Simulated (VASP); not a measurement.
Input for VASP

### POSCAR
```
Re
1
    1.3691285632    -2.3714001218     0.0000000000
    1.3691285632     2.3714001218     0.0000000000
    0.0000000000     0.0000000000     4.4323192517
Re
2
Direct
  0.3333330000   0.6666670000   0.2500000000
  0.6666670000   0.3333330000   0.7500000000
```

### INCAR
```
SYSTEM = Re
PREC = Accurate
ENCUT = 500
EDIFF = 1E-6
NELM = 100
ALGO = Normal
LREAL = .FALSE.
LASPH = .TRUE.
ISMEAR = 1
SIGMA = 0.1
LMAXMIX = 6
LWAVE = .FALSE.
LCHARG = .FALSE.
IBRION = 2
ISIF = 3
NSW = 40
EDIFFG = -0.02
```

**KPOINTS**
```
K-points
0
G
  15 15 8
```

POTCAR, in this order: Re (LDA.64 set). Program: vasp_std.

Write an equivalent input for Ansatz.

One equivalent input (not run):
Ansatz 0.2 input:
```yaml
crystal:
  lattice:
    - [1.3691286, -2.3714001, 0.0000000]
    - [1.3691286, 2.3714001, 0.0000000]
    - [0.0000000, 0.0000000, 4.4323193]
  atoms:
    - { symbol: Re, position: [0.3333330, 0.6666670, 0.2500000] }
    - { symbol: Re, position: [0.6666670, 0.3333330, 0.7500000] }
kpoints:
  mp_grid: { grid: [15, 15, 8] }
hamiltonian:
  xc: lda
  pseudopotentials: { kind: paw }
scf:
  occupations: { method: methfessel_paxton, width: 0.1 }
  max_iter: 100
relax:
  max_steps: 40
  f_tol: 0.02
  cell: {}
output: { forces: true, stress: true, eigenvalues: true }
```
What does not carry over: each code has its own PAW files, so the cut-off isn't converted (ENCUT is set for VASP's; basis.ecutwfc is left out, and Ansatz then takes the one that its files recommend); Ansatz stops its SCF on the density residual and VASP on the energy change (EDIFF); Ansatz's lda is the Perdew-Wang form, while the LDA potentials of VASP carry Perdew-Zunger's.

The compound is Re in the hcp structure. It was relaxed first.
